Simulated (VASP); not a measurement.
```xyz
5
Lattice="3.7551 0.0000 0.0000 0.0000 3.7551 0.0000 0.0000 0.0000 3.7551" Properties=species:S:1:pos:R:3 pbc="T T T"
Sr     0.0000     0.0000     0.0000
V      1.8776     1.8776     1.8776
O      1.8776     0.0000     1.8776
O      0.0000     1.8776     1.8776
O      1.8776     1.8776     0.0000
```

All values below come from r2SCAN meta-GGA, VASP's PBE PAW potentials (set 64) (plane waves; VASP). Numerical set-up: 520 eV cut-off, 8×8×8 Γ-centred mesh, first-order Methfessel-Paxton smearing of 0.10 eV, potentials Sr_sv V_sv O.

### Question
Estimate the energy per atom (σ→0), pressure, band gap (on the k-mesh) with the smallest direct gap where there is one.

### Answer

```yaml
band gap (on the k-mesh): none (metal, semimetal or under 0.01 eV)
energy per atom (σ→0): -12.440 eV/atom
pressure: 14.44 GPa
```

Total energies compare only between runs with the same potentials, cut-off and functional.

The compound is SrVO3 in the cubic perovskite structure. This cell is one point of a volume scan, at 0.94 of the reference volume. The run is not spin-polarised, so no magnetic state was tried. The electron count is odd and the run is not spin-polarised, which forces a metal.
